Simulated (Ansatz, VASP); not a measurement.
## Na4Be3Sb: VASP beside Ansatz

```
Na Be Sb
1.0
     4.47231    2.58209    2.41381
    -4.47231    2.58209    2.41381
     0.00000   -5.16418    2.41381
Na Be Sb
4 3 1
Direct
  0.69115 0.69115 0.69115
  0.12239 0.42495 0.59630
  0.59630 0.12239 0.42495
  0.42495 0.59630 0.12239
  0.00961 0.75411 0.31433
  0.31433 0.00961 0.75411
  0.75411 0.31433 0.00961
  0.08717 0.08717 0.08717
```

Change from the starting cell: species swapped into the Al3SiPd4 type (R3, No. 146).

Alike in both runs: functional PBE; k mesh 6 × 6 × 6; occupations gaussian, width 0.1 eV; no spin polarisation.

Ansatz relaxed the structure, and its values are those at the end. VASP's run is a single point on that final structure, the one shown.

|  | VASP | Ansatz |
| --- | --- | --- |
| version | VASP 6.6.1 | Ansatz 0.2.0 |
| potentials or method | VASP PAW PBE potentials, release 64 (Na_pv, Be, Sb) | scalar-relativistic, plane waves, PAW |
| plane-wave cutoff (eV) | 520 | 420 |
| valence electrons in the cell | 39 | 57 |

```tsv
	VASP	Ansatz	Ansatz less VASP
gap on the k mesh at the Fermi level (eV)	none	none	-
pressure (GPa)	0.1	0.0	-0.08
rms of the force components (eV/Å)	0.007	0.003	-0.0035
```

A gap of «none» marks a metal or a gap that the smearing closes. With one functional, cell and mesh, what is left measures potentials, basis and numerics. The two sets of potentials don't hold the same shells in valence.

The runs have no spin-orbit coupling, so splittings on Sb are missing.
